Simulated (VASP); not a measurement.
**RhS (relaxed from the wurtzite structure, space group P6_3mc): computed properties**

Level of theory: PBEsol GGA, VASP's PBE PAW potentials (set 64) (plane waves; VASP).

| Property | Value |
|---|---|
| space group | P6_3mc (186) |
| cell | a = 3.373 Å, b = 3.373 Å, c = 6.915 Å, α = 90.00°, β = 90.00°, γ = 120.00° |
| volume per atom | 17.04 Å³/atom |
| band gap (over mesh and band path) | none (metal, semimetal or under 0.01 eV) |
| density | 6.58 g/cm³ |

```
CELL_PARAMETERS angstrom
      3.37333     0.00000     0.00000
     -1.68666     2.92139     0.00000
      0.00000     0.00000     6.91543
ATOMIC_POSITIONS crystal
  Rh 0.33333 0.66667 0.01427
  Rh 0.66667 0.33333 0.51427
  S  0.33333 0.66667 0.36073
  S  0.66667 0.33333 0.86073
```

The structure was generated: RhS was put into the wurtzite type (P6_3mc), which need not be its known phase. It was relaxed first, which changed the volume by -27 %. Symmetry was kept, so distortions that lower it aren't found.
